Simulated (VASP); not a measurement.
# BiB (R3m) in VASP: settings compared

One crystal, BiB, is run at these levels: PBE, r2SCAN; tasks: single point.

Everything below comes from runs of VASP 6.6.1. Logs are shortened: lines on timing, memory, paths and dates and some standing lists are left out, and cuts for length are marked.

### Step 1. The cell of the first run

The structure is trigonal, space group R3m (No. 160). The conventional cell has a = 4.112 Å, b = 4.112 Å, c = 9.346 Å, α = 90.00°, β = 90.00°, γ = 120.00°. Around B (site symmetry 3m) lie 4 Bi at 2.38 to 2.48 Å. Bi (site symmetry 3m) has 4 B at 2.38 to 2.48 Å as nearest neighbours.

The cell was built by a generator and needn't be a form met in nature.

### Step 2. Single point, PBE (epitaxial_111 strain +5.9%)

The input, INCAR:

```
ALGO = Normal ; EDIFF = 1E-7
ENCUT = 520 ; GGA = PE
ISIF = 2 ; ISMEAR = -1
LASPH = True ; LCHARG = False
LREAL = False ; LWAVE = False
NBANDS = 16 ; NELM = 60
PREC = Accurate ; SIGMA = 0.02
```

The input, KPOINTS:

```
k-points
0
Gamma
  8 8 8
```

The input, POSCAR:

```
BiB
1.0
   -0.1399148191      2.7680051931      2.7680051931
    2.7680051931     -0.1399148191      2.7680051931
    2.7680051931      2.7680051931     -0.1399148191
B Bi
1 1
Direct
   -0.0024959353     -0.0024959353     -0.0024959353
    0.2524959353      0.2524959353      0.2524959353
```

Potentials or basis: VASP PAW PBE potentials, release 64 (B, Bi_d).

Run with:

```sh
cat potpaw_PBE.64/B/POTCAR potpaw_PBE.64/Bi_d/POTCAR > POTCAR
mpirun -np 1 vasp_std > vasp.out
```

OUTCAR:

```text
EDIFF = 1E-7
   ENCUT = 520
   GGA = PE
   ISIF = 2
   ISMEAR = -1
   LASPH = True
   LREAL = False
   NELM = 60
   PREC = Accurate

 ion  position               nearest neighbor table
   1  0.998  0.998  0.998-   2 2.38   2 2.48   2 2.48   2 2.48
   2  0.252  0.252  0.252-   1 2.38   1 2.48   1 2.48   1 2.48

  LATTYP: Found a trigonal (rhomboedric) cell.
 ALAT       =     3.9170501215
 COS(alpha) =     0.4488793866

  Lattice vectors:

 A1 = (  -0.1399148191,   2.7680051931,   2.7680051931)
 A2 = (   2.7680051931,  -0.1399148191,   2.7680051931)
 A3 = (   2.7680051931,   2.7680051931,  -0.1399148191)

Analysis of symmetry for initial positions (statically):
=====================================================================
 Subroutine PRICEL returns:
 Original cell was already a primitive cell.

 Routine SETGRP: Setting up the symmetry group for a
 trigonal (rhombohedral) supercell.

 Subroutine GETGRP returns: Found  6 space group operations
 (whereof  6 operations were pure point group operations)
 out of a pool of 12 trial point group operations.

The static configuration has the point symmetry C_3v.

Analysis of symmetry for dynamics (positions and initial velocities):
=====================================================================
 Subroutine PRICEL returns:
 Original cell was already a primitive cell.

 Routine SETGRP: Setting up the symmetry group for a
 trigonal (rhombohedral) supercell.

 Subroutine GETGRP returns: Found  6 space group operations
 (whereof  6 operations were pure point group operations)
 out of a pool of 12 trial point group operations.

The dynamic configuration has the point symmetry C_3v.

 Subroutine INISYM returns: Found  6 space group operations
 (whereof  6 operations are pure point group operations),
 and found     1 'primitive' translations

----------------------------------------------------------------------------------------

                                     Primitive cell

  volume of cell :      45.6294

  direct lattice vectors                    reciprocal lattice vectors
    -0.139914819  2.768005193  2.768005193    -0.167485883  0.176402531  0.176402531
     2.768005193 -0.139914819  2.768005193     0.176402531 -0.167485883  0.176402531
     2.768005193  2.768005193 -0.139914819     0.176402531  0.176402531 -0.167485883

  length of vectors
     3.917050122  3.917050122  3.917050122     0.300478330  0.300478330  0.300478330

  position of ions in fractional coordinates (direct lattice)
     0.997504065  0.997504065  0.997504065
     0.252495935  0.252495935  0.252495935

  ion indices of the primitive-cell ions
   primitive index   ion index
                 1           1
                 2           2

----------------------------------------------------------------------------------------

 KPOINTS: k-points

Automatic generation of k-mesh.
 Grid dimensions read from file:
 generate k-points for:    8    8    8

 Generating k-lattice:

  Cartesian coordinates                     Fractional coordinates (reciprocal lattice)
    -0.020935735  0.022050316  0.022050316     0.125000000  0.000000000  0.000000000
     0.022050316 -0.020935735  0.022050316     0.000000000  0.125000000  0.000000000
     0.022050316  0.022050316 -0.020935735     0.000000000  0.000000000  0.125000000

  Length of vectors
     0.037559791  0.037559791  0.037559791

  Shift w.r.t. Gamma in fractional coordinates (k-lattice)
     0.000000000  0.000000000  0.000000000

 Subroutine IBZKPT returns following result:
 ===========================================

 Found     65 irreducible k-points:

 Following reciprocal coordinates:
            Coordinates               Weight
  0.000000  0.000000  0.000000      1.000000
  0.125000  0.000000 -0.000000      6.000000
  0.250000  0.000000 -0.000000      6.000000
  0.375000 -0.000000 -0.000000      6.000000
  0.500000  0.000000 -0.000000      3.000000
  0.125000  0.125000 -0.000000      6.000000
[... 16 lines left out ...]
  0.250000  0.125000  0.125000      6.000000
  0.375000  0.125000  0.125000      6.000000
 [... further k-points ...]
   k-points           NKPTS =     65   k-points in BZ     NKDIM =     65   number of bands    NBANDS=     16
   number of dos      NEDOS =    301   number of ions     NIONS =      2
   total plane-waves  NPLWV =  27000
   dimension x,y,z NGX =    30 NGY =   30 NGZ =   30
   dimension x,y,z NGXF=    60 NGYF=   60 NGZF=   60
   ions per type =               1   1
   NGX,Y,Z   is equivalent  to a cutoff of  12.73, 12.73, 12.73 a.u.
   NGXF,Y,Z  is equivalent  to a cutoff of  25.46, 25.46, 25.46 a.u.
 SYSTEM =  unknown system
   PREC   = accura    normal or accurate (medium, high low for compatibility)
   ISTART =      0    job   : 0-new  1-cont  2-samecut
   ICHARG =      2    charge: 1-file 2-atom 10-const
   ISPIN  =      1    spin polarized calculation?
   LNONCOLLINEAR =      F non collinear calculations
   LSORBIT =      F    spin-orbit coupling
   LASPH  =      T    aspherical Exc in radial PAW
   ENCUT  =  520.0 eV  38.22 Ry    6.18 a.u.   7.28  7.28  7.28*2*pi/ulx,y,z
   NELM   =     60;   NELMIN=  2; NELMDL= -5     # of ELM steps
   EDIFF  = 0.1E-06   stopping-criterion for ELM
   LREAL  =      F    real-space projection
   EDIFFG = 0.1E-05   stopping-criterion for IOM
   NSW    =      0    number of steps for IOM
   IBRION =     -1    ionic relax: 0-MD 1-quasi-New 2-CG
   NFREE  =      0    steps in history (QN), initial steepest desc. (CG)
   ISIF   =      2    stress and relaxation
   ISYM   =      2    0-nonsym 1-usesym 2-fastsym
   POTIM  = 0.5000    time-step for ionic-motion
   TEBEG  =    0.0;   TEEND  =   0.0 temperature during run
   PSTRESS=    0.0 pullay stress
   NELECT =      18.0000    total number of electrons
   NUPDOWN=      -1.0000    fix difference up-down
   EMIN   =  10.00;   EMAX   =-10.00  energy-range for DOS
   EFERMI =   0.00;   METHOD = LEGACY
   ISMEAR =    -1;   SIGMA  =   0.02  broadening in eV -4-tet -1-fermi 0-gaus
   EFERMI_NEDOS =   21; number of points for ismear=-14 and -15
   IALGO  =     38    algorithm
   IMIX   =      4    mixing-type and parameters
     AMIX     =   0.40;   BMIX     =  1.00
     AMIX_MAG =   1.60;   BMIX_MAG =  1.00
  volume/ion in A,a.u.               =      22.81       153.96
  Fermi-wavevector in a.u.,A,eV,Ry     =   1.200653  2.268905 19.613716  1.441567
  Thomas-Fermi vector in A             =   2.336483
   LORBIT       =      0    0 simple, 1 ext, 2 COOP (PROOUT), +10 PAW based schemes
   GGA     = PE    functional components
   LHFCALC =     F    Hartree Fock is set to
   AEXX    =    0.0000 exact exchange contribution
   IVDW    =     0    specifies the selected vdW correction
   LEPSILON=     F    determine dielectric tensor
   LRPA    =     F    only Hartree local field effects (RPA)
 non-spin polarized calculation
  energy-cutoff  :      520.00
  volume of cell :       45.63
 maximum number of plane-waves:      1253
 NGX is ok and might be reduce to    30
   NGX = 15   NGY = 15   NGZ = 15

 number of electron      17.9999999 magnetization

 Free energy of the ion-electron system (eV)
  ---------------------------------------------------
  ext. energy  EPLUGINS =         0.00000000
  ---------------------------------------------------
  free energy    TOTEN  =        -8.87651822 eV

  energy without entropy =       -8.87624014  energy(sigma->0) =       -8.87637918

 E-fermi :   5.8533     XC(G=0):  -9.5847

 val. band max:        5.8246618704   @ k =   0.1250   0.0000  -0.0000
 cond. band min:       5.9035518912   @ k =   0.0000   0.0000   0.0000
 fundamental gap:      0.0788900207
 Fermi energy:         5.8532987861

 k-point     1 :       0.0000    0.0000    0.0000
  band No.  band energies     occupation
      1     -16.9547      2.00000
      2     -16.9547      2.00000
      3     -16.9475      2.00000
      4     -16.8954      2.00000
      5     -16.8954      2.00000
      6      -7.4021      2.00000
[... 8 lines left out ...]
     15      16.2453      0.00000
     16      16.2453      0.00000

 k-point     2 :       0.1250    0.0000   -0.0000
  band No.  band energies     occupation
      1     -16.9529      2.00000
      2     -16.9515      2.00000
      3     -16.9441      2.00000
      4     -16.8959      2.00000
      5     -16.8944      2.00000
      6      -7.2334      2.00000
[... 8 lines left out ...]
     15      15.3060      0.00000
     16      15.8117      0.00000

 k-point     3 :       0.2500    0.0000   -0.0000
  band No.  band energies     occupation
      1     -16.9514      2.00000
      2     -16.9449      2.00000
      3     -16.9356      2.00000
      4     -16.8957      2.00000
      5     -16.8894      2.00000
      6      -6.7566      2.00000
[... 8 lines left out ...]
     15      14.8158      0.00000
     16      15.7330      0.00000

 k-point     4 :       0.3750   -0.0000   -0.0000
  band No.  band energies     occupation
      1     -16.9507      2.00000
      2     -16.9407      2.00000
      3     -16.9305      2.00000
      4     -16.8931      2.00000
      5     -16.8802      2.00000
      6      -6.1143      2.00000
[... 8 lines left out ...]
     15      15.3253      0.00000
     16      16.4825      0.00000

 k-point     5 :       0.5000    0.0000   -0.0000
  band No.  band energies     occupation
      1     -16.9506      2.00000
      2     -16.9398      2.00000
      3     -16.9294      2.00000
      4     -16.8912      2.00000
      5     -16.8753      2.00000
      6      -5.7516      2.00000
[... 8 lines left out ...]
     15      16.0262      0.00000
     16      16.8124      0.00000

 k-point     6 :       0.1250    0.1250   -0.0000
  band No.  band energies     occupation
      1     -16.9569      2.00000
      2     -16.9454      2.00000
      3     -16.9417      2.00000
      4     -16.8986      2.00000
      5     -16.8923      2.00000
      6      -7.1650      2.00000
[... 8 lines left out ...]
     15      14.1260      0.00000
     16      16.7453      0.00000

 k-point     7 :       0.2500    0.1250   -0.0000
  band No.  band energies     occupation
      1     -16.9584      2.00000
      2     -16.9383      2.00000
      3     -16.9317      2.00000
      4     -16.9007      2.00000
      5     -16.8876      2.00000
      6      -6.7765      2.00000
[... 8 lines left out ...]
     15      14.6693      0.00000
     16      16.4543      0.00000

 k-point     8 :       0.3750    0.1250   -0.0000
  band No.  band energies     occupation
      1     -16.9563      2.00000
      2     -16.9343      2.00000
      3     -16.9255      2.00000
      4     -16.8991      2.00000
      5     -16.8798      2.00000
      6      -6.1647      2.00000
[... 8 lines left out ...]
     15      15.1467      0.00000
     16      16.8136      0.00000

 k-point     9 :       0.5000    0.1250   -0.0000
  band No.  band energies     occupation
      1     -16.9524      2.00000
      2     -16.9341      2.00000
      3     -16.9248      2.00000
      4     -16.8950      2.00000
      5     -16.8760      2.00000
      6      -5.6616      2.00000
[... 8 lines left out ...]
     15      15.5224      0.00000
     16      16.9033      0.00000
[... 172 lines left out ...]
 k-point    19 :       0.5000    0.3750   -0.0000
  band No.  band energies     occupation
      1     -16.9751      2.00000
      2     -16.9175      2.00000
      3     -16.9010      2.00000
      4     -16.8987      2.00000
      5     -16.8713      2.00000
      6      -5.0509      2.00000
[... 8 lines left out ...]
     15      17.5357      0.00000
     16      18.8873      0.00000

 k-point    20 :      -0.3750    0.3750    0.0000
  band No.  band energies     occupation
      1     -16.9652      2.00000
      2     -16.9139      2.00000
      3     -16.9061      2.00000
      4     -16.9016      2.00000
      5     -16.8772      2.00000
      6      -4.9953      2.00000
[... 8 lines left out ...]
     15      16.8206      0.00000
     16      18.3744      0.00000

 k-point    21 :       0.5000    0.5000   -0.0000
  band No.  band energies     occupation
      1     -16.9807      2.00000
      2     -16.9204      2.00000
      3     -16.8965      2.00000
      4     -16.8943      2.00000
      5     -16.8677      2.00000
      6      -4.8591      2.00000
[... 8 lines left out ...]
     15      17.9450      0.00000
     16      18.5237      0.00000

 k-point    22 :       0.1250    0.1250    0.1250
  band No.  band energies     occupation
      1     -16.9487      2.00000
      2     -16.9487      2.00000
      3     -16.9482      2.00000
      4     -16.8954      2.00000
      5     -16.8954      2.00000
      6      -7.1988      2.00000
[... 8 lines left out ...]
     15      15.2239      0.00000
     16      15.2239      0.00000

 k-point    23 :       0.2500    0.1250    0.1250
  band No.  band energies     occupation
      1     -16.9521      2.00000
      2     -16.9447      2.00000
      3     -16.9365      2.00000
      4     -16.8990      2.00000
      5     -16.8894      2.00000
      6      -6.9033      2.00000
[... 8 lines left out ...]
     15      14.2847      0.00000
     16      15.1539      0.00000

 k-point    24 :       0.3750    0.1250    0.1250
  band No.  band energies     occupation
      1     -16.9518      2.00000
      2     -16.9371      2.00000
      3     -16.9302      2.00000
      4     -16.8999      2.00000
      5     -16.8810      2.00000
      6      -6.3412      2.00000
[... 8 lines left out ...]
     15      15.0576      0.00000
     16      15.9207      0.00000

 [... further k-points ...]
[... 5 lines left out ...]
  --------------------------------------------------------------------------------------
  -------------------------------------------------------------------------------------
  Total       -1.2871607     -1.2871607     -1.2871607      0.8000444      0.8000444      0.8000444
  in kB      -45.1958769    -45.1958769    -45.1958769     28.0918348     28.0918348     28.0918348
  external PRESSURE =     -45.1958769 kB  Pullay stress =       0.0000000 kB

 VOLUME and BASIS-vectors are now :
 -----------------------------------------------------------------------------
  energy-cutoff  :      520.00
  volume of cell :       45.63
      direct lattice vectors                 reciprocal lattice vectors
    -0.139914819  2.768005193  2.768005193    -0.167485883  0.176402531  0.176402531
     2.768005193 -0.139914819  2.768005193     0.176402531 -0.167485883  0.176402531
     2.768005193  2.768005193 -0.139914819     0.176402531  0.176402531 -0.167485883

 POSITION                                       TOTAL-FORCE (eV/Angst)
 -----------------------------------------------------------------------------------
      5.38263      5.38263      5.38263        -0.014963     -0.014963     -0.014963
      1.36249      1.36249      1.36249         0.014963      0.014963      0.014963
 -----------------------------------------------------------------------------------
    total drift:                                0.000110      0.000110      0.000109

  FREE ENERGIE OF THE ION-ELECTRON SYSTEM (eV)
  ---------------------------------------------------
  free  energy   TOTEN  =        -8.8765182204 eV

  energy  without entropy=       -8.8762401364  energy(sigma->0) =       -8.87637918
```

Wall time 30 s (1 thread of Intel Xeon 6975P-C (Granite Rapids), shared host); peak memory 0.19 GiB.

Results:

```yaml
Free_energy: -8.8765 eV
Pressure: -4.5 GPa
Largest_force: 0.026 eV/Å
Band_gap_on_the_k_mesh: none (metal or under the smearing width)
```

Forces on the atoms (eV/Å):
```
B   -0.015 -0.015 -0.015
Bi   0.015  0.015  0.015
```

Stress tensor (GPa, compression positive):
```
-4.52  2.81  2.81
 2.81 -4.52  2.81
 2.81  2.81 -4.52
```

Caveat: spin-orbit coupling is left out, which moves the levels of the heavy elements.

(Continued in part 2 of 2.)
